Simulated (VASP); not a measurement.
Computed with vdW-DF-cx, VASP's PBE PAW potentials (set 64) (plane waves; VASP).

A VASP calculation is set up with these files.

INCAR:
```
# general
SYSTEM   = CdS
PREC     = Accurate
ENCUT    = 520
LREAL    = .FALSE.
LASPH    = .TRUE.   # aspherical one-centre terms

# electronic loop
EDIFF    = 1E-7   # SCF stop (eV)
NELM     = 100   # most electronic steps
ALGO     = Normal
LMAXMIX  = 4   # l cut-off of mixed one-centre charges

# smearing
ISMEAR   = 0
SIGMA    = 0.05   # width (eV)

# functional
GGA      = CX
LUSE_VDW = .TRUE.
AGGAC    = 0.0

# ions
ISIF     = 2

# output
LWAVE    = .FALSE.
LCHARG   = .FALSE.
```

File POSCAR:
```
CdS
1
    0.0000000000     2.9293274764     2.9293274764
    2.9293274764     0.0000000000     2.9293274764
    2.9293274764     2.9293274764     0.0000000000
Cd S
1 1
Direct
  0.0000000000   0.0000000000   0.0000000000
  0.2500000000   0.2500000000   0.2500000000
```

KPOINTS:
```
Automatic mesh
0
Gamma
8 8 8
0 0 0
```

POTCAR, in this order: Cd S (PBE.64 set). Program: vasp_std.

The run wrote:

### OSZICAR
```
       N       E                     dE             d eps       ncg     rms          rms(c)
DAV:   1     0.117205222885E+03    0.11721E+03   -0.92873E+03   754   0.126E+03
DAV:   2     0.282196756331E+01   -0.11438E+03   -0.10891E+03   884   0.299E+02
DAV:   3    -0.199963841745E+01   -0.48216E+01   -0.48120E+01   849   0.646E+01
DAV:   4    -0.203529768322E+01   -0.35659E-01   -0.35652E-01   884   0.555E+00
DAV:   5    -0.203580887489E+01   -0.51119E-03   -0.51119E-03   884   0.643E-01    0.801E+00
DAV:   6    -0.155128366223E+01    0.48453E+00   -0.10097E+00  1082   0.143E+01    0.633E+00
DAV:   7    -0.153614772159E+01    0.15136E-01   -0.18670E-01   789   0.355E+00    0.317E+00
DAV:   8    -0.153597918436E+01    0.16854E-03   -0.19414E-02   789   0.213E+00    0.278E-01
DAV:   9    -0.153578088117E+01    0.19830E-03   -0.26022E-03   874   0.856E-01    0.710E-02
DAV:  10    -0.153590962911E+01   -0.12875E-03   -0.26793E-04   779   0.180E-01    0.698E-02
DAV:  11    -0.153597598221E+01   -0.66353E-04   -0.99606E-05   787   0.114E-01    0.182E-02
DAV:  12    -0.153597058823E+01    0.53940E-05   -0.39121E-05   887   0.893E-02    0.796E-03
DAV:  13    -0.153597171691E+01   -0.11287E-05   -0.43612E-06   774   0.159E-02    0.582E-03
DAV:  14    -0.153597165205E+01    0.64858E-07   -0.11553E-07   650   0.338E-03
   1 F= -.15359717E+01 E0= -.15359717E+01  d E =-.295048E-15
```

**OUTCAR**
```
------------------------ aborting loop because EDIFF is reached ----------------------------------------
  FORCE on cell =-STRESS in cart. coord.  units (eV):
  Direction    XX          YY          ZZ          XY          YZ          ZX
  --------------------------------------------------------------------------------------
  Total        0.0012328      0.0012328      0.0012328      0.0000000      0.0000000      0.0000000
  in kB        0.0392883      0.0392883      0.0392883      0.0000000      0.0000000      0.0000000
  external PRESSURE =       0.0392883 kB  Pullay stress =       0.0000000 kB
  volume of cell :       50.27
      direct lattice vectors                 reciprocal lattice vectors
     0.000000000  2.929327476  2.929327476    -0.170687642  0.170687642  0.170687642
     2.929327476  0.000000000  2.929327476     0.170687642 -0.170687642  0.170687642
     2.929327476  2.929327476  0.000000000     0.170687642  0.170687642 -0.170687642
  FREE ENERGIE OF THE ION-ELECTRON SYSTEM (eV)
  ---------------------------------------------------
  free  energy   TOTEN  =        -1.5359716521 eV

  energy  without entropy=       -1.5359716521  energy(sigma->0) =       -1.53597165
```
(Selected blocks of OUTCAR.)

The compound is CdS in the zinc blende structure, a metastable form; wurtzite is the usual one. It was relaxed first.
